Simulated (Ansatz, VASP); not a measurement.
# YbSi2: VASP beside Ansatz, part 2 of 2

Wanted: the spread between two codes on one cell, functional and k mesh. The cell is taken from a series of runs on this material, whose earlier steps may have relaxed, scaled, displaced or heated it; both programs get it as it stands.

VASP 6.6.1 and Ansatz 0.2.0.

So far: The structure; Ansatz: relaxation of cell and atoms, PBEsol, pair 1; VASP: relaxation of cell and atoms, PBEsol, pair 1; Differences.

### 5. VASP: relaxation of cell and atoms, PBEsol, pair 2

Level of this step: PBEsol; plane waves and PAW (Yb, Si) (VASP).

The relaxed volume is the usual yardstick between codes: in a stiff, nearly cubic crystal its relative difference is about their pressure difference at one cell divided by the bulk modulus.

The input, INCAR:

```
SYSTEM = YbSi2
PREC = Accurate
ENCUT = 600
EDIFF = 1E-07
NELM = 200
ISMEAR = 1
SIGMA = 0.2
LREAL = .FALSE.
ALGO = Normal
GGA = PS
NBANDS = 22
LASPH = .TRUE.
LORBIT = 11
LWAVE = .FALSE.
LCHARG = .FALSE.
ISIF = 3
IBRION = 2
NSW = 80
EDIFFG = -0.005
GGA_COMPAT = .FALSE.
NELMIN = 4
LMAXMIX = 6
KPAR = 2
```

The input, POSCAR:

```
YbSi2
1.0
    4.0028430000      0.0000000000      0.0000000000
   -2.0014210000      3.4665630000      0.0000000000
    0.0000000000      0.0000000000      3.8127500000
Yb Si
1 2
Direct
    0.0000000000      0.0000000000      0.0000000000
    0.3333332501      0.6666666667      0.5000000000
    0.6666665001      0.3333333333      0.5000000000
```

The input, KPOINTS:

```
Automatic mesh
0
Gamma
12 12 12
0 0 0
```

The projector-augmented-wave data sets are Yb and Si (PBE family, release 64).

Launch:

```sh
> mpirun -np 2 vasp_std
```

Numbers of over 12 decimals in the logs are rounded to 6 here.

Log:

```text
[banner, memory and clock lines left out]
running    2 mpi-ranks, on    1 nodes
[...]
[... a notice as in an earlier step ...]

 LDA part: xc-table for (Slater+PW92), standard interpolation
 POSCAR, INCAR and KPOINTS ok, starting setup
[...]
entering main loop
       N       E                     dE             d eps       ncg     rms          rms(c)
DAV:   1     0.176914962342E+03    0.17691E+03   -0.12427E+04  8338   0.994E+03
DAV:   2     0.866836728858E+01   -0.16825E+03   -0.15779E+03  8006   0.802E+02
DAV:   3    -0.142172620528E+02   -0.22886E+02   -0.22042E+02  8610   0.146E+02
DAV:   4    -0.173736964355E+02   -0.31564E+01   -0.31103E+01 11288   0.391E+01
[...]
DAV:  45    -0.171384389230E+02    0.26886E-06   -0.33286E-07  5046   0.260E-02    0.476E-03
DAV:  46    -0.171384388132E+02    0.10981E-06   -0.69556E-08  4118   0.153E-02    0.489E-03
DAV:  47    -0.171384387895E+02    0.23715E-07   -0.64238E-08  3982   0.114E-02
   1 F= -.17138439E+02 E0= -.17139601E+02  d E =-.171384E+02
[... from here on, the cycles between the ionic steps are left out ...]
   2 F= -.17138429E+02 E0= -.17139598E+02  d E =0.946459E-05
   3 F= -.17138293E+02 E0= -.17139471E+02  d E =0.145633E-03
   4 F= -.17138403E+02 E0= -.17139573E+02  d E =0.360294E-04
[...]
reached required accuracy - stopping structural energy minimisation
```

Parts of OUTCAR (step 5):

```text
  Total       -0.0101498     -0.0101498      0.0140493     -0.0000000     -0.0000000      0.0000000
  in kB       -0.3069881     -0.3069880      0.4249286     -0.0000000     -0.0000000      0.0000000
  external PRESSURE =      -0.0630158 kB  Pullay stress =       0.0000000 kB

 POSITION                                       TOTAL-FORCE (eV/Angst)
 -----------------------------------------------------------------------------------
     -0.00000     -0.00000      3.81275        -0.000000      0.000000      0.000000
      0.00000      2.31248      1.90638         0.000000     -0.000000     -0.000000
      2.00267      1.15624      1.90638        -0.000000      0.000000      0.000000
 -----------------------------------------------------------------------------------
    total drift:                               -0.000056     -0.000000      0.000000

  FREE ENERGIE OF THE ION-ELECTRON SYSTEM (eV)
  ---------------------------------------------------
  free  energy   TOTEN  =       -17.1384027601 eV

  energy  without entropy=      -17.1419121855  energy(sigma->0) =      -17.13957257

[... 2 parts as in an earlier step ...]

[... 2 further parts left out ...]
[key lines of the parts left out:]
E-fermi :   6.5883
```

### 6. Ansatz: relaxation of cell and atoms, PBEsol, pair 2

The same cell, functional, mesh and smearing now go to Ansatz, which takes its cutoff from its data sets.

The cell is taken from a series of runs on this material, whose earlier steps may have relaxed, scaled, displaced or heated it; both programs get it as it stands.

The input, input.yaml:

```yaml
crystal:
  lattice:
    - [4.0028425959, 0.0, 0.0]
    - [-2.001421298, 3.4665633754, 0.0]
    - [0.0, 0.0, 3.8127498387]
  atoms:
    - { symbol: Yb, position: [0.0, 0.0, 0.0] }
    - { symbol: Si, position: [0.3333333333, 0.6666666667, 0.5] }
    - { symbol: Si, position: [0.6666666667, 0.3333333333, 0.5] }
kpoints:
  mp_grid: { grid: [12, 12, 12] }
hamiltonian:
  xc: pbesol
scf:
  occupations: { method: methfessel_paxton, width: 0.2 }
output:
  forces: true
  stress: true
  eigenvalues: true
relax:
  adjacent_minimum: "off"
  f_tol: 0.001
  max_steps: 60
  cell: { stress_tol: 0.01 }
```

Launch:

```sh
> ansatz run input.yaml --threads 8 --pin off --max-ram 14336MiB --backend cpu --events-out ev --progress --plain --runs-dir out
```

Log:

```text
[...]
Crystal: 3 atoms, lattice volume = 52.906 Å³
Basis set: ecut = 420 eV, 1021 PW (Γ), exchange–correlation on 54×54×54 points (8 copies of the dense FFT grid, shifted against one another)
Bands: 20, of which v1, the nominal top of the filled ones, is band 16 counted from 1 (15 counted from 0)
Symmetry: 24 space group operations
[...]
k-points: 133 of 1728
[...]
--- Relaxed structure (3 steps of the walk, 3 accepted, 1 SCFs on fresh bases) ---
[...]
cell:  # Å, volume = 52.8645 Å³
    - [4.002265, 2.886334744458427e-11, 0.0]
    - [-2.001133, 3.466063, 0.0]
    - [0.0, 0.0, 3.810848]
  atoms:
    - { symbol: Yb, position: [0, 0, 0.0] }
    - { symbol: Si, position: [0.333333, 0.666667, 0.5] }
    - { symbol: Si, position: [0.666667, 0.333333, 0.5] }
[key lines of the parts left out:]
SCF converged after 9 iterations
Free energy (F): -14921.198379 eV
Fermi energy:    13.068157 eV
P = ⅓ Tr σ = -0.0013 GPa (-0.013 kbar)
```

### 7. Differences

Compared:

```csv
quantity,Ansatz,VASP,difference
volume (Å³),52.86,52.97,-0.20 %
"edge a after relaxation, in the typed setting (Å)",4.002,4.005,-0.07 %
"edge c after relaxation, in the typed setting (Å)",3.811,3.813,-0.05 %
```

### 8. Summary of results

```yaml
difference_in_volume_relaxation_of_cell_and_atoms_pbesol_pair_1: -0.10 %
difference_in_volume_relaxation_of_cell_and_atoms_pbesol_pair_2: -0.20 %
```

What this shows: The difference in volume is -0.20 % (relaxation of cell and atoms, PBEsol, pair 2), within the 1.2 % picked in this series as the mark of a large difference, as far as the stopping tolerances let one tell. VASP runs on this material, other cells of it included, that failed, so that no pair exists: relaxation of cell and atoms, PBEsol (crashed). 1 further run of this series is not shown here. Such differences can come from data sets, numerical settings and the points named under the comparisons, not from the functional's error against experiment.

[Lines on the potential files, build, host, timing and source positions are cut from VASP's logs without a mark.]

[Logs are printed without paths, hosts, clocks, repeated set-up lines and the standing remarks that a program may print on its own settings, such as how far it seeks lower states.]

[Hosts, paths, dates, database ids (printed as entryN), source tags and the programs' standing remarks are cut or masked in the printed files.]
